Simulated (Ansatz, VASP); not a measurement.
## ZrH2Br: VASP beside Ansatz

The input INCAR:

```
  PREC = Accurate
  ENCUT = 520
  EDIFF = 1E-6
  ISMEAR = 0
  SIGMA = 0.1
  LREAL = False
  LASPH = True
  NELM = 60
  ALGO = Normal
  ISIF = 2
  LWAVE = False
  LCHARG = False
  GGA = PE
  NBANDS = 18
```

The input KPOINTS:

```
regular mesh
0
Gamma
  6 6 4
```

POSCAR

```
ZrH2Br
1.0
    3.5619329500      0.0000000000      0.0000000000
   -1.7809664700      3.0847244200      0.0000000000
    0.0000000000      0.0000000000      6.1219478300
Zr H Br
1 2 1
Direct
    0.0000000000      0.0000000000      0.0000000000
    0.3333333300      0.6666666700      0.2386363400
    0.6666666700      0.3333333300      0.7613636600
    0.0000000000      0.0000000000      0.5000000000
```

Input for Ansatz:

```yaml
crystal:
  lattice:
    - [3.56193295, 0.0, 0.0]
    - [-1.78096647, 3.08472442, 0.0]
    - [0.0, 0.0, 6.12194783]
  atoms:
    - { symbol: Zr, position: [0.0, 0.0, 0.0] }
    - { symbol: H, position: [0.33333333, 0.66666667, 0.23863634] }
    - { symbol: H, position: [0.66666667, 0.33333333, 0.76136366] }
    - { symbol: Br, position: [0.0, 0.0, 0.5] }
basis:
  ecutwfc: 420
kpoints:
  mp_grid: { grid: [6, 6, 4] }
hamiltonian:
  xc: pbe
scf:
  occupations: { method: gaussian, width: 0.1 }
  lower_state_search: "off"
output:
  forces: true
  stress: true
  eigenvalues: true
```

Change from the starting cell: species swapped into the LiTiTe2 type (P-3m1, No. 164).

Alike in both runs: task single point; functional PBE; k mesh 6 × 6 × 4; occupations gaussian, width 0.1 eV; no spin polarisation.

```csv
,VASP,Ansatz
version,VASP 6.6.1,Ansatz 0.2.0
potentials or method,"VASP PAW PBE potentials, release 64 (Zr_sv, H, Br)","scalar-relativistic, plane waves, PAW"
plane-wave cutoff (eV),520,420
valence electrons in the cell,21,21
```

|  | VASP | Ansatz | Ansatz less VASP |
| --- | --- | --- | --- |
| gap on the k mesh at the Fermi level (eV) | none | none | - |
| pressure (GPa) | -12.9 | -12.9 | +0.04 |
| largest component of the traceless stress (GPa) | 9.09 | 9.10 | +0.006 |
| rms of the force components (eV/Å) | 0.811 | 0.811 | +0.0004 |

Atom by atom the forces differ by 0.000 eV/Å (rms over components). A gap of «none» marks a metal or a gap that the smearing closes. The functional is the same, so the differences come from potentials, cutoffs and numerics.

Caveats: an odd number of electrons without spin polarisation forces a metal; a magnetic or distorted state may lie lower.
